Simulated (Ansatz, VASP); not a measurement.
# SnO2 (amorphous SnO2) in two plane-wave programs, part 2 of 3

One calculation is typed for both programs; each brings its own data sets. How far apart do they land? Of the first pair: The cell is taken from a series of runs on this material, whose earlier steps may have relaxed, scaled, displaced or heated it; both programs get it as it stands.

VASP 6.6.1 and Ansatz 0.2.0.

So far. Step 2 (VASP: single point, PBE, pair 1): The run ends at a pressure of 3.40 GPa, with forces up to 0.095 eV/Å.

## (4) Differences

Known differences besides the potentials themselves: fixed occupations in Ansatz, narrow Gaussian smearing in VASP; the cutoff is 420 eV in Ansatz and 600 eV in VASP (PREC = Accurate, projectors in real space). Total energies have different zeros and are not compared.

The two programs side by side:

| quantity | Ansatz | VASP | difference |
| --- | --- | --- | --- |
| pressure (GPa) | 3.06 | 3.40 | -0.34 |
| gap on the k mesh (eV) | 0.472 | 0.453 | +0.018 |

Forces on 7 of the 72 atoms, those with the largest forces and the largest differences (eV/Å; atoms numbered as in POSCAR):

| atom | Ansatz x, y, z | VASP x, y, z |
| --- | --- | --- |
| Sn16 | 0.002, 0.000, -0.011 | 0.012, 0.073, -0.026 |
| O37 | -0.007, 0.009, 0.003 | 0.051, 0.024, 0.019 |
| O43 | -0.023, -0.015, 0.006 | -0.038, -0.035, 0.030 |
| O44 | 0.000, -0.003, -0.009 | -0.045, -0.036, -0.025 |
| O47 | -0.003, -0.002, -0.005 | 0.018, -0.065, -0.023 |
| O58 | 0.001, 0.000, 0.002 | 0.000, 0.047, 0.037 |
| O60 | 0.006, -0.012, -0.004 | 0.014, -0.029, -0.089 |

The forces differ by 20 meV/Å r.m.s., which is 91.2 % of the r.m.s. force of 0.022 eV/Å (both taken over all components). A gap on the mesh is an upper bound, since the band edges may lie between its points.

## (5) Ansatz: single point, PBE, pair 2

A single point takes one fixed geometry, so differences don't come from the geometry; what else differs is listed under the comparison.

The cell is taken from a series of runs on this material, whose earlier steps may have relaxed, scaled, displaced or heated it; both programs get it as it stands.

Contents of input.yaml:

```yaml
crystal:
  lattice:
    - [9.85089, 0.0, 0.0]
    - [0.0, 9.85089, 0.0]
    - [0.0, 0.0, 9.85089]
  atoms:
    - { symbol: Sn, position: [0.72064, 0.67621, 0.32971] }
    - { symbol: Sn, position: [0.05284, 0.22612, 0.42206] }
    - { symbol: Sn, position: [0.51955, 0.18244, 0.08185] }
    - { symbol: Sn, position: [0.76648, 0.46543, 0.57309] }
    - { symbol: Sn, position: [0.23694, 0.69945, 0.35596] }
    - { symbol: Sn, position: [0.46851, 0.69647, 0.59374] }
    - { symbol: Sn, position: [0.9904, 0.22122, 0.95348] }
    - { symbol: Sn, position: [0.20796, 0.48065, 0.75203] }
    - { symbol: Sn, position: [0.21993, 0.04909, 0.18846] }
    - { symbol: Sn, position: [0.58402, 0.98457, 0.48805] }
    - { symbol: Sn, position: [0.81743, 0.02062, 0.2387] }
    - { symbol: Sn, position: [0.98605, 0.72957, 0.1165] }
    - { symbol: Sn, position: [0.82395, 0.54093, 0.93442] }
    - { symbol: Sn, position: [0.99087, 0.6935, 0.63485] }
    - { symbol: Sn, position: [0.24304, 0.80383, 0.88501] }
    - { symbol: Sn, position: [0.3801, 0.27951, 0.4408] }
    - { symbol: Sn, position: [0.49076, 0.86689, 0.13447] }
    - { symbol: Sn, position: [0.20507, 0.98086, 0.59582] }
    - { symbol: Sn, position: [0.46337, 0.54905, 0.05399] }
    - { symbol: Sn, position: [0.12616, 0.4348, 0.1801] }
    - { symbol: Sn, position: [0.79372, 0.94037, 0.88692] }
    - { symbol: Sn, position: [0.82558, 0.14207, 0.62738] }
    - { symbol: Sn, position: [0.52319, 0.37568, 0.77701] }
    - { symbol: Sn, position: [0.75842, 0.37815, 0.20907] }
    - { symbol: O, position: [0.86432, 0.55219, 0.73714] }
    - { symbol: O, position: [0.6033, 0.95378, 0.28194] }
    - { symbol: O, position: [0.37372, 0.02101, 0.04983] }
    - { symbol: O, position: [0.35689, 0.35507, 0.63986] }
    - { symbol: O, position: [0.63922, 0.96793, 0.02013] }
    - { symbol: O, position: [0.38177, 0.19154, 0.24248] }
    - { symbol: O, position: [0.84262, 0.75135, 0.96591] }
    - { symbol: O, position: [0.69926, 0.1842, 0.20117] }
    - { symbol: O, position: [0.35707, 0.44458, 0.9002] }
    - { symbol: O, position: [0.89396, 0.86536, 0.71163] }
    - { symbol: O, position: [0.61823, 0.52844, 0.91177] }
    - { symbol: O, position: [0.40919, 0.90311, 0.57486] }
    - { symbol: O, position: [0.54726, 0.18534, 0.49969] }
    - { symbol: O, position: [0.07583, 0.33482, 0.80918] }
    - { symbol: O, position: [0.82961, 0.34408, 0.00358] }
    - { symbol: O, position: [0.85775, 0.82084, 0.25506] }
    - { symbol: O, position: [0.55338, 0.38431, 0.13998] }
    - { symbol: O, position: [0.68485, 0.99017, 0.69142] }
    - { symbol: O, position: [0.33527, 0.67303, 0.74012] }
    - { symbol: O, position: [0.03788, 0.06002, 0.29245] }
    - { symbol: O, position: [0.13826, 0.85902, 0.06432] }
    - { symbol: O, position: [0.85977, 0.63051, 0.48337] }
    - { symbol: O, position: [0.38375, 0.5998, 0.43974] }
    - { symbol: O, position: [0.52827, 0.20489, 0.8846] }
    - { symbol: O, position: [0.12982, 0.80972, 0.51002] }
    - { symbol: O, position: [0.25119, 0.11787, 0.45459] }
    - { symbol: O, position: [0.15254, 0.23629, 0.08292] }
    - { symbol: O, position: [0.70479, 0.30799, 0.6939] }
    - { symbol: O, position: [0.91083, 0.03298, 0.051] }
    - { symbol: O, position: [0.09371, 0.67992, 0.82204] }
    - { symbol: O, position: [0.31676, 0.87358, 0.27577] }
    - { symbol: O, position: [0.78681, 0.04154, 0.44694] }
    - { symbol: O, position: [0.87941, 0.11798, 0.82024] }
    - { symbol: O, position: [0.21214, 0.97965, 0.79501] }
    - { symbol: O, position: [0.95784, 0.33438, 0.25871] }
    - { symbol: O, position: [0.1137, 0.53631, 0.58196] }
    - { symbol: O, position: [0.29361, 0.55362, 0.17239] }
    - { symbol: O, position: [0.03069, 0.54253, 0.02479] }
    - { symbol: O, position: [0.67682, 0.46864, 0.38043] }
    - { symbol: O, position: [0.5811, 0.53461, 0.64389] }
    - { symbol: O, position: [0.06565, 0.62663, 0.28139] }
    - { symbol: O, position: [0.55757, 0.68296, 0.19681] }
    - { symbol: O, position: [0.03114, 0.09993, 0.58588] }
    - { symbol: O, position: [0.80534, 0.57388, 0.16053] }
    - { symbol: O, position: [0.62947, 0.77672, 0.49029] }
    - { symbol: O, position: [0.89087, 0.30765, 0.51765] }
    - { symbol: O, position: [0.41144, 0.74594, 0.98638] }
    - { symbol: O, position: [0.19916, 0.36444, 0.3705] }
kpoints:
  mp_grid: { grid: [1, 1, 1] }
hamiltonian:
  xc: pbe
scf:
  occupations: { method: fixed }
output:
  forces: true
  stress: true
  populations: true
  dos:
    method: { smearing: { sigma: 0.15 } }
    de: 0.1
    projected: { site_lists: { O: [O], Sn: [Sn] } }
  eigenvalues: true
```

On the command line:

```console
$ ansatz run input.yaml --threads 4 --pin off --max-ram 8192MiB --backend cpu --events-out ev --progress --plain --runs-dir out
```

Numbers of over 12 decimals in the logs are rounded to 6 here.

The log of the run:

```text
[...]
Crystal: 72 atoms, lattice volume = 955.931 Å³
Basis set: ecut = 420 eV, 18805 PW (Γ), exchange–correlation on 144×144×144 points (8 copies of the dense FFT grid, shifted against one another)
Bands: 384, of which v1, the nominal top of the filled ones, is band 312 counted from 1 (311 counted from 0)
Symmetry: 1 space group operations
[...]
k-points: 1
[...]
--- Löwdin populations: 72 sites ---
  site symbol       q [e]
     0     Sn     12.2920
     1     Sn     12.3060
     2     Sn     12.3173
     3     Sn     12.2694
     4     Sn     12.3229
     5     Sn     12.2914
     6     Sn     12.3122
     7     Sn     12.3488
[...]
68      O      6.7728
    69      O      6.7902
    70      O      6.7819
    71      O      6.7474
  spilling = 0.005112 (of n_electrons = 624.000000)
[key lines of the parts left out:]
SCF converged after 15 iterations
Free energy (F): -171797.693725 eV
Fermi energy:    8.498860 eV
P = ⅓ Tr σ = 3.2155 GPa (32.155 kbar)
```

## (6) VASP: single point, PBE, pair 2

The same cell, functional and mesh now go to VASP, with its own data sets.

Contents of INCAR:

```
SYSTEM = SnO2
PREC = Accurate
ENCUT = 600
EDIFF = 1E-06
NELM = 120
ISMEAR = 0
SIGMA = 0.01
LREAL = Auto
ALGO = Normal
GGA = PE
NBANDS = 368
LORBIT = 11
LWAVE = .FALSE.
LCHARG = .FALSE.
ISIF = 2
LASPH = .TRUE.
GGA_COMPAT = .FALSE.
NCORE = 2
```

Contents of POSCAR:

```
SnO2
1.0
    9.8508900000      0.0000000000      0.0000000000
    0.0000000000      9.8508900000      0.0000000000
    0.0000000000      0.0000000000      9.8508900000
Sn O
24 48
Direct
    0.7206400000      0.6762100000      0.3297100000
    0.0528400000      0.2261200000      0.4220600000
    0.5195500000      0.1824400000      0.0818500000
    0.7664800000      0.4654300000      0.5730900000
    0.2369400000      0.6994500000      0.3559600000
    0.4685100000      0.6964700000      0.5937400000
    0.9904000000      0.2212200000      0.9534800000
    0.2079600000      0.4806500000      0.7520300000
    0.2199300000      0.0490900000      0.1884600000
    0.5840200000      0.9845700000      0.4880500000
    0.8174300000      0.0206200000      0.2387000000
    0.9860500000      0.7295700000      0.1165000000
    0.8239500000      0.5409300000      0.9344200000
    0.9908700000      0.6935000000      0.6348500000
    0.2430400000      0.8038300000      0.8850100000
    0.3801000000      0.2795100000      0.4408000000
    0.4907600000      0.8668900000      0.1344700000
    0.2050700000      0.9808600000      0.5958200000
    0.4633700000      0.5490500000      0.0539900000
    0.1261600000      0.4348000000      0.1801000000
    0.7937200000      0.9403700000      0.8869200000
    0.8255800000      0.1420700000      0.6273800000
    0.5231900000      0.3756800000      0.7770100000
    0.7584200000      0.3781500000      0.2090700000
    0.8643200000      0.5521900000      0.7371400000
    0.6033000000      0.9537800000      0.2819400000
    0.3737200000      0.0210100000      0.0498300000
    0.3568900000      0.3550700000      0.6398600000
    0.6392200000      0.9679300000      0.0201300000
    0.3817700000      0.1915400000      0.2424800000
    0.8426200000      0.7513500000      0.9659100000
    0.6992600000      0.1842000000      0.2011700000
    0.3570700000      0.4445800000      0.9002000000
    0.8939600000      0.8653600000      0.7116300000
    0.6182300000      0.5284400000      0.9117700000
    0.4091900000      0.9031100000      0.5748600000
    0.5472600000      0.1853400000      0.4996900000
    0.0758300000      0.3348200000      0.8091800000
    0.8296100000      0.3440800000      0.0035800000
    0.8577500000      0.8208400000      0.2550600000
    0.5533800000      0.3843100000      0.1399800000
    0.6848500000      0.9901700000      0.6914200000
    0.3352700000      0.6730300000      0.7401200000
    0.0378800000      0.0600200000      0.2924500000
    0.1382600000      0.8590200000      0.0643200000
    0.8597700000      0.6305100000      0.4833700000
    0.3837500000      0.5998000000      0.4397400000
    0.5282700000      0.2048900000      0.8846000000
    0.1298200000      0.8097200000      0.5100200000
    0.2511900000      0.1178700000      0.4545900000
    0.1525400000      0.2362900000      0.0829200000
    0.7047900000      0.3079900000      0.6939000000
    0.9108300000      0.0329800000      0.0510000000
    0.0937100000      0.6799200000      0.8220400000
    0.3167600000      0.8735800000      0.2757700000
    0.7868100000      0.0415400000      0.4469400000
    0.8794100000      0.1179800000      0.8202400000
    0.2121400000      0.9796500000      0.7950100000
    0.9578400000      0.3343800000      0.2587100000
    0.1137000000      0.5363100000      0.5819600000
    0.2936100000      0.5536200000      0.1723900000
    0.0306900000      0.5425300000      0.0247900000
    0.6768200000      0.4686400000      0.3804300000
    0.5811000000      0.5346100000      0.6438900000
    0.0656500000      0.6266300000      0.2813900000
    0.5575700000      0.6829600000      0.1968100000
    0.0311400000      0.0999300000      0.5858800000
    0.8053400000      0.5738800000      0.1605300000
    0.6294700000      0.7767200000      0.4902900000
    0.8908700000      0.3076500000      0.5176500000
    0.4114400000      0.7459400000      0.9863800000
    0.1991600000      0.3644400000      0.3705000000
```

Contents of KPOINTS:

```
Automatic mesh
0
Gamma
1 1 1
0 0 0
```

The projector-augmented-wave data sets are Sn_d and O (PBE family, release 64).

On the command line:

```console
$ mpirun -np 8 vasp_gam
```

The log of the run:

```text
[... set-up lines as in an earlier step ...]
 entering main loop
       N       E                     dE             d eps       ncg     rms          rms(c)
DAV:   1     0.186372863185E+05    0.18637E+05   -0.26805E+05   760   0.327E+03
DAV:   2     0.447404967630E+04   -0.14163E+05   -0.13552E+05   736   0.104E+03
DAV:   3     0.208903124409E+03   -0.42651E+04   -0.40107E+04   776   0.402E+02
DAV:   4    -0.468695733653E+03   -0.67760E+03   -0.65771E+03   848   0.168E+02
[...]
DAV:  21    -0.429836716141E+03    0.16325E-03   -0.51103E-05   912   0.335E-02    0.434E-02
DAV:  22    -0.429836726781E+03   -0.10640E-04   -0.13741E-05   752   0.162E-02    0.198E-02
DAV:  23    -0.429836727653E+03   -0.87215E-06   -0.36400E-06   664   0.624E-03
   1 F= -.42983673E+03 E0= -.42983673E+03  d E =-.165669E-09
```

Parts of OUTCAR (step 6):

```text
 POSITION                                       TOTAL-FORCE (eV/Angst)
 -----------------------------------------------------------------------------------
      7.09895      6.66127      3.24794         0.054095      0.046027      0.100944
      0.52052      2.22748      4.15767        -0.033796     -0.065729      0.063969
      5.11803      1.79720      0.80630         0.081407     -0.077797     -0.245505
      7.55051      4.58490      5.64545         0.063509      0.002253      0.060633
      2.33407      6.89021      3.50652        -0.096472      0.050977      0.100540
      4.61524      6.86085      5.84887         0.115602      0.122055      0.010409
      9.75632      2.17921      9.39263        -0.060971     -0.133691     -0.149251
      2.04859      4.73483      7.40816        -0.162485      0.101489      0.074079
      2.16651      0.48358      1.85650        -0.064687     -0.034066     -0.023737
      5.75312      9.69889      4.80773         0.361784      0.026736      0.693489
      8.05241      0.20313      2.35141         0.087205      0.029216      0.097176
      9.71347      7.18691      1.14763        -0.045674      0.085263     -0.116376
      8.11664      5.32864      9.20487         0.066686      0.141469     -0.048868
      9.76095      6.83159      6.25384        -0.225671      0.829219      0.501866
[...]
-----------------------------------------------------------------------------------
    total drift:                                0.000806     -0.027473      0.022381

  FREE ENERGIE OF THE ION-ELECTRON SYSTEM (eV)
  ---------------------------------------------------
  free  energy   TOTEN  =      -429.8367276531 eV

  energy  without entropy=     -429.8367276530  energy(sigma->0) =     -429.83672765
```

The run ends at a pressure of 3.57 GPa, with forces up to 1.1 eV/Å.

## (7) Differences

Both answers:

| quantity | Ansatz | VASP | difference |
| --- | --- | --- | --- |
| pressure (GPa) | 3.22 | 3.57 | -0.35 |
| gap on the k mesh (eV) | 0.088 | 0.085 | +0.003 |

Forces on 10 of the 72 atoms, those with the largest forces and the largest differences (eV/Å; atoms numbered as in POSCAR):

| atom | Ansatz x, y, z | VASP x, y, z |
| --- | --- | --- |
| Sn10 | 0.378, 0.023, 0.677 | 0.362, 0.027, 0.693 |
| Sn14 | -0.218, 0.822, 0.510 | -0.226, 0.829, 0.502 |
| Sn16 | 0.110, -0.017, 0.035 | 0.123, 0.055, 0.026 |
| Sn21 | 0.135, -0.221, -1.045 | 0.116, -0.216, -1.048 |
| Sn22 | -0.419, -0.654, 0.326 | -0.411, -0.640, 0.335 |
| O34 | 0.449, -0.641, -0.260 | 0.439, -0.617, -0.283 |
| O42 | -0.578, 0.744, -0.154 | -0.601, 0.700, -0.131 |
| O47 | 0.049, -0.060, -0.001 | 0.070, -0.118, -0.020 |
| O54 | 0.370, -0.192, 0.200 | 0.341, -0.218, 0.216 |
| O60 | 0.016, -0.015, -0.092 | 0.023, -0.032, -0.175 |

The forces differ by 19 meV/Å r.m.s., which is 11.1 % of the r.m.s. force of 0.173 eV/Å (both taken over all components). A gap on the mesh is an upper bound, since the band edges may lie between its points.

## (8) Ansatz: relaxation, PBE

The two programs are compared at the cell with which this relaxation starts, whose forces are those of its first step.

The structure compared here is the start of the Ansatz relaxation; VASP solves that cell, so the two are compared at the walk's first step.

Contents of input.yaml:

```yaml
crystal:
  lattice:
    - [9.85089, 0.0, 0.0]
    - [0.0, 9.85089, 0.0]
    - [0.0, 0.0, 9.85089]
  atoms:
    - { symbol: Sn, position: [0.72293, 0.67518, 0.33139] }
    - { symbol: Sn, position: [0.05066, 0.22032, 0.42231] }
    - { symbol: Sn, position: [0.51027, 0.1905, 0.08473] }
    - { symbol: Sn, position: [0.76844, 0.46599, 0.57536] }
    - { symbol: Sn, position: [0.23791, 0.69992, 0.35531] }
    - { symbol: Sn, position: [0.47036, 0.69886, 0.59036] }
    - { symbol: Sn, position: [0.988, 0.21785, 0.95313] }
    - { symbol: Sn, position: [0.20607, 0.48065, 0.75554] }
    - { symbol: Sn, position: [0.21834, 0.04574, 0.18358] }
    - { symbol: Sn, position: [0.58541, 0.98948, 0.49047] }
    - { symbol: Sn, position: [0.81049, 0.01815, 0.2295] }
    - { symbol: Sn, position: [0.98783, 0.72974, 0.11547] }
    - { symbol: Sn, position: [0.82432, 0.53847, 0.93738] }
    - { symbol: Sn, position: [0.99226, 0.69445, 0.6407] }
    - { symbol: Sn, position: [0.24587, 0.80193, 0.88289] }
    - { symbol: Sn, position: [0.37682, 0.2835, 0.4428] }
    - { symbol: Sn, position: [0.49547, 0.86804, 0.13195] }
    - { symbol: Sn, position: [0.20275, 0.97922, 0.59683] }
    - { symbol: Sn, position: [0.46223, 0.5511, 0.05686] }
    - { symbol: Sn, position: [0.1239, 0.43266, 0.18278] }
    - { symbol: Sn, position: [0.79552, 0.93274, 0.87188] }
    - { symbol: Sn, position: [0.82122, 0.1409, 0.62617] }
    - { symbol: Sn, position: [0.52358, 0.37957, 0.77859] }
    - { symbol: Sn, position: [0.75611, 0.37633, 0.21152] }
    - { symbol: O, position: [0.86617, 0.55008, 0.74048] }
    - { symbol: O, position: [0.60171, 0.95645, 0.28133] }
    - { symbol: O, position: [0.37736, 0.02157, 0.04824] }
    - { symbol: O, position: [0.35774, 0.35872, 0.64217] }
    - { symbol: O, position: [0.65075, 0.95614, 0.01862] }
    - { symbol: O, position: [0.3733, 0.19157, 0.24332] }
    - { symbol: O, position: [0.84771, 0.74643, 0.96369] }
    - { symbol: O, position: [0.69437, 0.18399, 0.19215] }
    - { symbol: O, position: [0.35674, 0.44845, 0.90177] }
    - { symbol: O, position: [0.90872, 0.86511, 0.71054] }
    - { symbol: O, position: [0.61831, 0.52703, 0.91625] }
    - { symbol: O, position: [0.40753, 0.90392, 0.56725] }
    - { symbol: O, position: [0.5486, 0.19237, 0.48666] }
    - { symbol: O, position: [0.07675, 0.33103, 0.80993] }
    - { symbol: O, position: [0.82878, 0.34242, 0.00523] }
    - { symbol: O, position: [0.85752, 0.81986, 0.25301] }
    - { symbol: O, position: [0.54808, 0.38811, 0.14868] }
    - { symbol: O, position: [0.67192, 0.0059, 0.68662] }
    - { symbol: O, position: [0.34072, 0.67654, 0.73881] }
    - { symbol: O, position: [0.04158, 0.05624, 0.2913] }
    - { symbol: O, position: [0.13962, 0.85912, 0.06154] }
    - { symbol: O, position: [0.86119, 0.63044, 0.48592] }
    - { symbol: O, position: [0.38409, 0.59824, 0.43928] }
    - { symbol: O, position: [0.52464, 0.21041, 0.88897] }
    - { symbol: O, position: [0.13234, 0.80777, 0.50944] }
    - { symbol: O, position: [0.2498, 0.12316, 0.46384] }
    - { symbol: O, position: [0.1509, 0.23588, 0.08231] }
    - { symbol: O, position: [0.70219, 0.31025, 0.69387] }
    - { symbol: O, position: [0.91405, 0.03137, 0.04833] }
    - { symbol: O, position: [0.10317, 0.66845, 0.82745] }
    - { symbol: O, position: [0.31725, 0.87263, 0.27191] }
    - { symbol: O, position: [0.78752, 0.04826, 0.43797] }
    - { symbol: O, position: [0.87511, 0.11809, 0.81916] }
    - { symbol: O, position: [0.21805, 0.97935, 0.79566] }
    - { symbol: O, position: [0.95486, 0.33024, 0.26062] }
    - { symbol: O, position: [0.11418, 0.53775, 0.58439] }
    - { symbol: O, position: [0.29163, 0.55288, 0.17408] }
    - { symbol: O, position: [0.02954, 0.53886, 0.02898] }
    - { symbol: O, position: [0.67794, 0.46788, 0.3834] }
    - { symbol: O, position: [0.58392, 0.53964, 0.64659] }
    - { symbol: O, position: [0.0652, 0.62777, 0.28177] }
    - { symbol: O, position: [0.55762, 0.6837, 0.19939] }
    - { symbol: O, position: [0.02676, 0.0941, 0.58499] }
    - { symbol: O, position: [0.80383, 0.5711, 0.16248] }
    - { symbol: O, position: [0.63126, 0.77953, 0.48831] }
    - { symbol: O, position: [0.89411, 0.30798, 0.52313] }
    - { symbol: O, position: [0.41227, 0.74584, 0.9877] }
    - { symbol: O, position: [0.19462, 0.36473, 0.37288] }
total_charge: -1
kpoints:
  mp_grid: { grid: [1, 1, 1] }
hamiltonian:
  xc: pbe
scf:
  occupations: { method: fermi_dirac, width: 0.01 }
  lower_state_search: "off"
output:
  forces: true
magnetization:
  spin_polarized: true
  initial_magnetization: 1
relax:
  f_tol: 0.05
  max_steps: 90
```

On the command line:

```console
$ ansatz run input.yaml --threads 4 --pin off --max-ram 8192MiB --backend cpu --events-out ev --progress --plain --runs-dir out
```

The log of the run:

```text
[...]
Crystal: 72 atoms, lattice volume = 955.931 Å³
Basis set: ecut = 420 eV, 18805 PW (Γ), exchange–correlation on 144×144×144 points (8 copies of the dense FFT grid, shifted against one another)
Bands: 385, of which v1, the nominal top of the filled ones, is band 313 counted from 1 (312 counted from 0)
Symmetry: 1 space group operations
[...]
k-points: 1
[...]
Starting moments: Σ|m| = 1 μB on 72 of 72 sites
[...]
- { symbol: O, position: [0.601760, 0.955790, 0.282445] }
    - { symbol: O, position: [0.376722, 0.020741, 0.047677] }
    - { symbol: O, position: [0.357761, 0.359333, 0.642883] }
    - { symbol: O, position: [0.649851, 0.955991, 0.018528] }
    - { symbol: O, position: [0.373378, 0.191500, 0.243050] }
    - { symbol: O, position: [0.846338, 0.746263, 0.964054] }
    - { symbol: O, position: [0.694195, 0.183394, 0.191327] }
[...]
- { symbol: O, position: [0.630984, 0.779450, 0.488599] }
    - { symbol: O, position: [0.894183, 0.308332, 0.523489] }
    - { symbol: O, position: [0.412853, 0.745853, 0.987608] }
    - { symbol: O, position: [0.194354, 0.365507, 0.372455] }
```

(Part 2 of 3 ends here.)

[Lines on the potential files, build, host, timing and source positions are cut from VASP's logs without a mark.]

[Logs are printed without paths, hosts, clocks, repeated set-up lines and the standing remarks that a program may print on its own settings, such as how far it seeks lower states.]

[Hosts, paths, dates, database ids (printed as entryN), source tags and the programs' standing remarks are cut or masked in the printed files.]
